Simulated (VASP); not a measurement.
# TiSi2 (Zhiqinite): structure and properties in VASP

What structure does TiSi2 (Zhiqinite) take at this level, and what are its properties? The steps: relaxing cell and atoms (PBE), second relaxation, density, ELF and potential (PBE), band structure (PBE), density of states (PBE) and field gradients at the nuclei (PBE). The start is a cell from a database of measured crystal structures.

Main program and level: VASP 6.6.1; PBE; plane waves and PAW (Ti_sv, Si).

The database entry behind the starting cell is an old determination (1939), so it need not match the best structure at ambient conditions.

### 1. Set-up

Before any relaxation, the start is as follows. Symmetry: Fddd, No. 70, orthorhombic system. The conventional cell has a = 4.773 Å, b = 8.236 Å, c = 8.523 Å, α = 90.00°, β = 90.00°, γ = 90.00°. Ti has 10 Si at 2.54 to 2.75 Å nearest. Si has 5 Ti at 2.54 to 2.75 Å and 5 Si at 2.54 to 2.75 Å nearest. Farther neighbours are not listed.

As a file:

```xyz
6
Lattice="0.0000 4.1180 4.2615 2.3865 0.0000 4.2615 2.3865 4.1180 0.0000" Properties=species:S:1:pos:R:3 pbc="T T T"
Ti    3.5797    6.1770    6.3922
Ti    2.3865    4.1180    4.2615
Si    1.1932    0.6836    2.1307
Si    1.1932    3.4344    2.1307
Si    2.3865    1.3754    4.2615
Si    2.3865    6.8606    4.2615
```

### 2. Relaxing cell and atoms (PBE)

Properties are meant for the cell that this level of theory prefers, so cell and atoms are relaxed first (ISIF = 3) until forces and stress are small; EDIFFG sets the threshold. PBE, the usual starting point, adds the gradient of the density.

Contents of INCAR:

```
SYSTEM = TiSi2
PREC = Accurate
ENCUT = 400
EDIFF = 1E-06
NELM = 100
ISMEAR = 0
SIGMA = 0.05
LREAL = .FALSE.
ALGO = Normal
GGA = PE
NBANDS = 26
LASPH = .TRUE.
LORBIT = 11
LWAVE = .FALSE.
LCHARG = .FALSE.
KPAR = 4
IBRION = 2
NSW = 60
ISIF = 3
EDIFFG = -0.01
```

Contents of POSCAR:

```
TiSi2
1.0
    0.0000000000      4.1180000000      4.2615000000
    2.3865000000      0.0000000000      4.2615000000
    2.3865000000      4.1180000000      0.0000000000
Ti Si
2 4
Direct
    0.7500000000      0.7500000000      0.7500000000
    0.5000000000      0.5000000000      0.5000000000
    0.0830000000      0.4170000000      0.0830000000
    0.4170000000      0.0830000000      0.4170000000
    0.1670000000      0.8330000000      0.1670000000
    0.8330000000      0.1670000000      0.8330000000
```

Contents of KPOINTS:

```
Automatic mesh
0
Gamma
7 7 7
0 0 0
```

The projector-augmented-wave data sets are Ti_sv and Si (PBE family, release 64).

The run is started by

```bash
$ mpirun -np 4 vasp_std
```

The log of the run:

```text
[banner, memory and clock lines left out]
running    4 mpi-ranks, on    1 nodes
 distrk:  each k-point on    1 cores,    4 groups
 distr:  one band on    1 cores,    1 groups

 POSCAR found type information on POSCAR TiSi
 POSCAR found :  2 types and       6 ions
 LDA part: xc-table for (Slater+PW92), standard interpolation
 POSCAR, INCAR and KPOINTS ok, starting setup
 FFT: planning ... GRIDC
 FFT: planning ... GRID_SOFT
 FFT: planning ... GRID
 WAVECAR not read
 entering main loop
       N       E                     dE             d eps       ncg     rms          rms(c)
DAV:   1     0.345359182137E+03    0.34536E+03   -0.16580E+04  3328   0.137E+03
DAV:   2     0.946925337098E+00   -0.34441E+03   -0.33820E+03  3332   0.417E+02
DAV:   3    -0.411524642887E+02   -0.42099E+02   -0.41515E+02  5916   0.121E+02
DAV:   4    -0.440204419822E+02   -0.28680E+01   -0.28588E+01  4504   0.295E+01
DAV:   5    -0.442086678651E+02   -0.18823E+00   -0.18818E+00  5332   0.661E+00    0.187E+01
DAV:   6    -0.413018098426E+02    0.29069E+01   -0.38643E+01  4772   0.446E+01    0.691E+00
DAV:   7    -0.407303966213E+02    0.57141E+00   -0.76593E+00  4498   0.199E+01    0.510E+00
DAV:   8    -0.406657674944E+02    0.64629E-01   -0.77298E-01  4722   0.696E+00    0.109E+00
DAV:   9    -0.406566270028E+02    0.91405E-02   -0.13263E-01  4734   0.300E+00    0.496E-01
DAV:  10    -0.406571789254E+02   -0.55192E-03   -0.43402E-03  4390   0.519E-01    0.179E-01
DAV:  11    -0.406571485589E+02    0.30366E-04   -0.26916E-03  5316   0.381E-01    0.118E-01
DAV:  12    -0.406571043219E+02    0.44237E-04   -0.67648E-04  4812   0.198E-01    0.150E-02
DAV:  13    -0.406571012305E+02    0.30914E-05   -0.37611E-05  4630   0.535E-02    0.127E-02
DAV:  14    -0.406571001856E+02    0.10450E-05   -0.21069E-06  3548   0.122E-02    0.264E-03
DAV:  15    -0.406570999813E+02    0.20432E-06   -0.67436E-07  2544   0.617E-03
   1 F= -.40657100E+02 E0= -.40655511E+02  d E =-.406571E+02
 curvature:   0.00 expect dE= 0.000E+00 dE for cont linesearch  0.000E+00
 trial: gam= 0.00000 g(F)=  0.829E-02 g(S)=  0.308E-01 ort = 0.000E+00 (trialstep = 0.100E+01)
 search vector abs. value=  0.391E-01
 bond charge predicted
       N       E                     dE             d eps       ncg     rms          rms(c)
DAV:   1    -0.409078220391E+02   -0.25072E+00   -0.59328E+00  5206   0.270E+01    0.454E+00
DAV:   2    -0.407383608788E+02    0.16946E+00   -0.29900E+00  4992   0.140E+01    0.150E+00
DAV:   3    -0.406645631880E+02    0.73798E-01   -0.55471E-01  4630   0.476E+00    0.626E-01
DAV:   4    -0.406619251654E+02    0.26380E-02   -0.48199E-02  5790   0.147E+00    0.219E-01
DAV:   5    -0.406643872804E+02   -0.24621E-02   -0.62065E-03  4508   0.399E-01    0.160E-01
DAV:   6    -0.406658989961E+02   -0.15117E-02   -0.42377E-03  5118   0.265E-01    0.572E-02
DAV:   7    -0.406659740348E+02   -0.75039E-04   -0.37030E-04  4852   0.971E-02    0.972E-03
DAV:   8    -0.406659736736E+02    0.36115E-06   -0.26484E-05  4698   0.296E-02    0.100E-02
DAV:   9    -0.406659724611E+02    0.12126E-05   -0.31729E-06  3880   0.130E-02    0.476E-03
DAV:  10    -0.406659725272E+02   -0.66112E-07   -0.59524E-07  2224   0.763E-03
   2 F= -.40665973E+02 E0= -.40664217E+02  d E =-.887255E-02
[...]
3 F= -.40669605E+02 E0= -.40667877E+02  d E =-.125052E-01
[...]
4 F= -.40675131E+02 E0= -.40673354E+02  d E =-.552618E-02
[...]
5 F= -.40677818E+02 E0= -.40676042E+02  d E =-.821242E-02
[...]
6 F= -.40679502E+02 E0= -.40677893E+02  d E =-.168425E-02
 trial-energy change:   -0.001684  1 .order   -0.001647   -0.003946    0.000651
 step:   1.0233(harm=  1.0165)  dis= 0.00636  next Energy=   -40.679546 (dE=-0.173E-02)
 bond charge predicted
       N       E                     dE             d eps       ncg     rms          rms(c)
DAV:   1    -0.406796303650E+02   -0.12863E-03   -0.58813E-03  3670   0.719E-01    0.677E-02
DAV:   2    -0.406795767977E+02    0.53567E-04   -0.39764E-04  3740   0.169E-01    0.364E-02
DAV:   3    -0.406795483757E+02    0.28422E-04   -0.78044E-05  4614   0.806E-02    0.819E-03
DAV:   4    -0.406795479273E+02    0.44848E-06   -0.13860E-05  4218   0.306E-02    0.237E-03
DAV:   5    -0.406795477315E+02    0.19577E-06   -0.64945E-07  2404   0.723E-03
   7 F= -.40679548E+02 E0= -.40677930E+02  d E =-.173016E-02
 curvature:  -0.81 expect dE=-0.168E-04 dE for cont linesearch -0.187E-07
 trial: gam=-0.02890 g(F)=  0.479E-05 g(S)=  0.159E-04 ort =-0.111E-04 (trialstep = 0.115E+01)
 search vector abs. value=  0.258E-04
 reached required accuracy - stopping structural energy minimisation
```

It took 4 min on 4 MPI ranks of AMD EPYC 7571, shared host; peak memory 0.94 GiB; 16 min of CPU time.

Lines that name or quote the potential files are left out of all logs, and their timing lines are given in words.

Parts of OUTCAR (step 2):

```text
ion  position               nearest neighbor table
   1  0.750  0.750  0.750-   6 2.54   5 2.54   6 2.54   5 2.54   3 2.74   4 2.74   4 2.75   4 2.75
                             3 2.75   3 2.75
   2  0.500  0.500  0.500-   3 2.54   4 2.54   3 2.54   4 2.54   5 2.74   6 2.74   5 2.75   5 2.75
                             6 2.75   6 2.75
   3  0.083  0.417  0.083-   2 2.54   2 2.54   5 2.54   5 2.54   1 2.74   4 2.75   4 2.75   4 2.75
                             1 2.75   1 2.75
   4  0.417  0.083  0.417-   2 2.54   2 2.54   6 2.54   6 2.54   1 2.74   3 2.75   3 2.75   3 2.75
                             1 2.75   1 2.75
   5  0.167  0.833  0.167-   1 2.54   1 2.54   3 2.54   3 2.54   2 2.74   6 2.75   6 2.75   6 2.75
                             2 2.75   2 2.75
   6  0.833  0.167  0.833-   1 2.54   1 2.54   4 2.54   4 2.54   2 2.74   5 2.75   5 2.75   5 2.75
                             2 2.75   2 2.75

  LATTYP: Found a face centered orthorhombic cell.
 ALAT       =     4.7730000000
 B/A-ratio  =     1.7255394930
 C/A-ratio  =     1.7856693903

 Subroutine GETGRP returns: Found  8 space group operations
 (whereof  4 operations were pure point group operations)

The static configuration has the point symmetry D_2 .
 The point group associated with its full space group is D_2h.

 Found     64 irreducible k-points:

   k-points           NKPTS =     64   k-points in BZ     NKDIM =     64   number of bands    NBANDS=     26

   dimension x,y,z NGX =    40 NGY =   32 NGZ =   32
   dimension x,y,z NGXF=    80 NGYF=   64 NGZF=   64

   ENCUT  =  400.0 eV  29.40 Ry    5.42 a.u.   9.66  7.96  7.76*2*pi/ulx,y,z

   NELECT =      40.0000    total number of electrons

 k-points in reciprocal lattice and weights: Automatic mesh
   0.00000000  0.00000000  0.00000000       0.003
   0.14285714 -0.00000000  0.00000000       0.023
   0.28571429 -0.00000000  0.00000000       0.023
   0.42857143 -0.00000000  0.00000000       0.023
   0.14285714  0.14285714  0.00000000       0.006
   0.28571429  0.14285714  0.00000000       0.023
   0.42857143  0.14285714 -0.00000000       0.023
  -0.42857143  0.14285714  0.00000000       0.023
  -0.28571429  0.14285714 -0.00000000       0.023
[...]
0.00000000  0.42857143  0.42857143       0.006
  -0.14285714  0.42857143  0.42857143       0.012

 average (electrostatic) potential at core
       1 -70.2596       2 -70.2596       3 -79.2042       4 -79.2042       5 -79.2042
       6 -79.2042

 E-fermi :  10.0521

 k-point     1 :       0.0000    0.0000    0.0000
  band No.  band energies     occupation
    ...
     17       7.7993      2.00000
     18       7.9971      2.00000
     19       8.2771      2.00000
     20       8.7262      2.00000
     21       9.1584      2.00000
     22      12.0936      0.00000
     23      13.1191      0.00000
     24      13.3307      0.00000
     25      13.4487      0.00000
     26      13.4760      0.00000

 k-point     2 :       0.1429   -0.0000    0.0000
  band No.  band energies     occupation
    ...
     17       7.9012      2.00000
     18       8.0147      2.00000
     19       8.7976      2.00000
     20       8.8877      2.00000
     21       9.1414      2.00000
     22      11.8926      0.00000
     23      12.9603      0.00000
     24      13.0262      0.00000
     25      13.2082      0.00000
     26      13.3516      0.00000

 k-point     3 :       0.2857   -0.0000    0.0000
  band No.  band energies     occupation
    ...
     17       8.3166      2.00000
     18       8.7462      2.00000
     19       8.9835      2.00000
     20       9.3170      2.00000
     21       9.9093      1.99995
     22      11.3805      0.00000
     23      12.5329      0.00000
     24      12.6313      0.00000
     25      12.8277      0.00000
     26      12.8645      0.00000

  Total       -0.0228283      0.0378367      0.0044464      0.0000000      0.0000000      0.0000000
  in kB       -0.4312458      0.7147671      0.0839966      0.0000000      0.0000000      0.0000000
  external PRESSURE =       0.1225060 kB  Pullay stress =       0.0000000 kB

  energy-cutoff  :      400.00
  volume of cell :       84.81
      direct lattice vectors                 reciprocal lattice vectors
     0.000000000  4.119278128  4.285203783    -0.208129268  0.121380491  0.116680565
     2.402353132  0.000000000  4.285203783     0.208129268 -0.121380491  0.116680565
     2.402353132  4.119278128  0.000000000     0.208129268  0.121380491 -0.116680565

 POSITION                                       TOTAL-FORCE (eV/Angst)
 -----------------------------------------------------------------------------------
      3.60353      6.17892      6.42781        -0.000000      0.000000     -0.000000
      2.40235      4.11928      4.28520         0.000000      0.000000      0.000000
      1.20118      0.71877      2.14260         0.000000     -0.004984     -0.000000
      1.20118      3.40051      2.14260         0.000000      0.004984     -0.000000
      2.40235      1.34087      4.28520         0.000000      0.004984      0.000000
      2.40235      6.89768      4.28520         0.000000     -0.004984      0.000000
 -----------------------------------------------------------------------------------
    total drift:                               -0.000000     -0.000000      0.000000

  FREE ENERGIE OF THE ION-ELECTRON SYSTEM (eV)
  ---------------------------------------------------
  free  energy   TOTEN  =       -40.6795477315 eV

  energy  without entropy=      -40.6763124759  energy(sigma->0) =      -40.67793010

 reached required accuracy - stopping structural energy minimisation

 total charge
# of ion       s       p       d       tot
------------------------------------------
    1        2.170   6.162   2.050  10.382
    2        2.170   6.162   2.050  10.382
    3        0.769   0.857   0.000   1.626
    4        0.769   0.857   0.000   1.626
    5        0.769   0.857   0.000   1.626
    6        0.769   0.857   0.000   1.626
--------------------------------------------------
tot          7.418  15.750   4.100  27.268

[... 3 further parts left out ...]
```

The run keeps the 8 symmetry operations of its start, so it cannot find a distortion of lower symmetry.

The steps of the relaxation:

```
step  energy less that of the first step (eV)  largest force (eV/Å)  pressure (GPa)  volume (Å³)
   1                                   0.0000                0.2072            1.95        83.76
   2                                  -0.0089                0.1487           -1.75        85.84
   3                                  -0.0125                0.1690           -0.49        85.10
   4                                  -0.0180                0.1107           -0.27        84.97
   5                                  -0.0207                0.0280            0.07        84.80
   6                                  -0.0224                0.0105            0.00        84.81
   7                                  -0.0224                0.0050            0.01        84.81
```

```
conventional cell, symmetrised  before  after  change
                         a (Å)   4.773  4.805  +0.7 %
                         b (Å)   8.236  8.239  +0.0 %
                         c (Å)   8.523  8.570  +0.6 %
              volume (Å³/atom)   13.96  14.14  +1.3 %
```

The atoms that moved most (Å, as changes of fractional coordinates times the final cell):

```
atom     dx      dy     dz  length
 Si6  0.000   0.035  0.000   0.035
 Si5  0.000  -0.035  0.000   0.035
 Si3  0.000   0.035  0.000   0.035
 Si4  0.000  -0.035  0.000   0.035
```

The relaxed structure:

```cif
data_structure
_symmetry_space_group_name_H-M 'P 1'
_symmetry_Int_Tables_number 1
_cell_length_a 5.9440
_cell_length_b 4.9127
_cell_length_c 4.7686
_cell_angle_alpha 75.738
_cell_angle_beta 53.227
_cell_angle_gamma 51.035
_cell_volume 84.81
loop_
_atom_site_label
_atom_site_type_symbol
_atom_site_fract_x
_atom_site_fract_y
_atom_site_fract_z
_atom_site_occupancy
Ti1 Ti 0.75000 0.75000 0.75000 1
Ti2 Ti 0.50000 0.50000 0.50000 1
Si3 Si 0.08724 0.41276 0.08724 1
Si4 Si 0.41276 0.08724 0.41276 1
Si5 Si 0.16276 0.83724 0.16276 1
Si6 Si 0.83724 0.16276 0.83724 1
```

Numbers from this step:

| Property | Result |
| --- | --- |
| electrons | 40 |
| bands | 26 |
| irreducible k-points | 64 |
| symmetry operations | 8 |
| free energy (TOTEN) | -40.68 eV |
| energy at zero smearing | -40.68 eV |
| Fermi energy | 10.05 eV |
| pressure | 0.01225 GPa |
| metallic | yes |
| SCF cycles over all ionic steps | 60 |

It ends with a largest force of 0.005 eV/Å and a pressure of 0.01 GPa. The volume lies +1.3 % from that of the database's start.

### 3. Second relaxation

The basis stayed that of the start cell while the cell moved. A rerun from the cell reached resets it; the error of the finite cutoff stays.

INCAR is that of step 2.

Contents of POSCAR:

```
TiSi2
1.0
    0.0000000000      4.1192781278      4.2852037828
    2.4023531321      0.0000000000      4.2852037828
    2.4023531321      4.1192781278      0.0000000000
Ti Si
2 4
Direct
    0.7500000000      0.7500000000      0.7500000000
    0.5000000000      0.5000000000      0.5000000000
    0.0872441169      0.4127558831      0.0872441169
    0.4127558831      0.0872441169      0.4127558831
    0.1627558831      0.8372441169      0.1627558831
    0.8372441169      0.1627558831      0.8372441169
```

KPOINTS is that of step 2.

The run is started by

```bash
$ mpirun -np 4 vasp_std
```

The log of the run:

```text
[... set-up lines as in an earlier step ...]
 entering main loop
       N       E                     dE             d eps       ncg     rms          rms(c)
DAV:   1     0.343337773750E+03    0.34334E+03   -0.16562E+04  3336   0.136E+03
DAV:   2     0.395216944166E+00   -0.34294E+03   -0.33697E+03  3336   0.416E+02
DAV:   3    -0.413174115065E+02   -0.41713E+02   -0.40989E+02  5882   0.121E+02
DAV:   4    -0.441861548059E+02   -0.28687E+01   -0.28588E+01  4536   0.295E+01
DAV:   5    -0.443754856534E+02   -0.18933E+00   -0.18929E+00  5288   0.667E+00    0.183E+01
DAV:   6    -0.413971561840E+02    0.29783E+01   -0.41649E+01  4776   0.453E+01    0.706E+00
DAV:   7    -0.407575896604E+02    0.63957E+00   -0.86034E+00  4516   0.207E+01    0.499E+00
DAV:   8    -0.406947001706E+02    0.62889E-01   -0.88587E-01  4682   0.734E+00    0.123E+00
DAV:   9    -0.406814489775E+02    0.13251E-01   -0.16855E-01  4774   0.332E+00    0.497E-01
DAV:  10    -0.406819896493E+02   -0.54067E-03   -0.47359E-03  4358   0.548E-01    0.194E-01
DAV:  11    -0.406819070798E+02    0.82569E-04   -0.35222E-03  5270   0.431E-01    0.123E-01
DAV:  12    -0.406818521775E+02    0.54902E-04   -0.78811E-04  4860   0.210E-01    0.147E-02
DAV:  13    -0.406818495707E+02    0.26068E-05   -0.31759E-05  4588   0.498E-02    0.133E-02
DAV:  14    -0.406818485853E+02    0.98538E-06   -0.17878E-06  3494   0.116E-02
   1 F= -.40681849E+02 E0= -.40680231E+02  d E =-.406818E+02
 curvature:   0.00 expect dE= 0.000E+00 dE for cont linesearch  0.000E+00
 trial: gam= 0.00000 g(F)=  0.531E-05 g(S)=  0.264E-04 ort = 0.000E+00 (trialstep = 0.100E+01)
 search vector abs. value=  0.317E-04
 reached required accuracy - stopping structural energy minimisation
```

The job ended after 57 s (4 MPI ranks; peak memory 0.86 GiB).

Parts of OUTCAR (step 3):

```text
  LATTYP: Found a face centered orthorhombic cell.
 ALAT       =     4.8047062642
 B/A-ratio  =     1.7146846868
 C/A-ratio  =     1.7837526572

 Found     64 irreducible k-points:

   ENCUT  =  400.0 eV  29.40 Ry    5.42 a.u.   9.69  8.01  7.78*2*pi/ulx,y,z

   NELECT =      40.0000    total number of electrons

 E-fermi :  10.0518

 k-point     1 :       0.0000    0.0000    0.0000
  band No.  band energies     occupation
    ...
     17       7.7990      2.00000
     18       7.9971      2.00000
     19       8.2770      2.00000
     20       8.7260      2.00000
     21       9.1580      2.00000
     22      12.0930      0.00000
     23      13.1188      0.00000
     24      13.3305      0.00000
     25      13.4673      0.00000
     26      13.6502      0.00000

 k-point     2 :       0.1429   -0.0000    0.0000
  band No.  band energies     occupation
    ...
     17       7.9010      2.00000
     18       8.0146      2.00000
     19       8.7974      2.00000
     20       8.8875      2.00000
     21       9.1410      2.00000
     22      11.8921      0.00000
     23      12.9599      0.00000
     24      13.0259      0.00000
     25      13.2080      0.00000
     26      13.3799      0.00000

  Total       -0.0037253      0.0526894      0.0222091      0.0000000      0.0000000      0.0000000
  in kB       -0.0703749      0.9953458      0.4195488      0.0000000      0.0000000      0.0000000
  external PRESSURE =       0.4481732 kB  Pullay stress =       0.0000000 kB

 POSITION                                       TOTAL-FORCE (eV/Angst)
 -----------------------------------------------------------------------------------
      3.60353      6.17892      6.42781         0.000000      0.000000     -0.000000
      2.40235      4.11928      4.28520        -0.000000      0.000000     -0.000000
      1.20118      0.71877      2.14260         0.000000     -0.005245      0.000000
      1.20118      3.40051      2.14260         0.000000      0.005245      0.000000
      2.40235      1.34087      4.28520         0.000000      0.005245     -0.000000
      2.40235      6.89768      4.28520         0.000000     -0.005245     -0.000000
 -----------------------------------------------------------------------------------
    total drift:                               -0.000000     -0.000000      0.000000

  FREE ENERGIE OF THE ION-ELECTRON SYSTEM (eV)
  ---------------------------------------------------
  free  energy   TOTEN  =       -40.6818485853 eV

  energy  without entropy=      -40.6786127843  energy(sigma->0) =      -40.68023068

 total charge
# of ion       s       p       d       tot
------------------------------------------
    1        2.170   6.162   2.050  10.382
    2        2.170   6.162   2.050  10.382
    3        0.769   0.856   0.000   1.626
    4        0.769   0.856   0.000   1.626
    5        0.769   0.856   0.000   1.626
    6        0.769   0.856   0.000   1.626
--------------------------------------------------
tot          7.418  15.750   4.101  27.268

[... 6 parts as in an earlier step ...]

[... 7 further parts left out ...]
```

Little changed from the start: no atom moved by 0.005 Å and no cell edge by 0.1 %.

Numbers from this step:

```yaml
pressure: 0.04482 GPa
scf_cycles_over_all_ionic_steps: 14
```

It ends with a largest force of 0.005 eV/Å and a pressure of 0.04 GPa. The volume moved by under 0.01 %: the run met its threshold at the first step.

(Part 1 of 3 ends here.)

[Lines on the potential files, build, host, timing and source positions are cut from VASP's logs without a mark.]

[Logs are printed without paths, hosts, clocks, repeated set-up lines and the standing remarks that a program may print on its own settings, such as how far it seeks lower states.]

[Hosts, paths, dates, database ids (printed as entryN), source tags and the programs' standing remarks are cut or masked in the printed files.]

[A measured line is paired with the nearest computed mode of its activity, which favours agreement.]
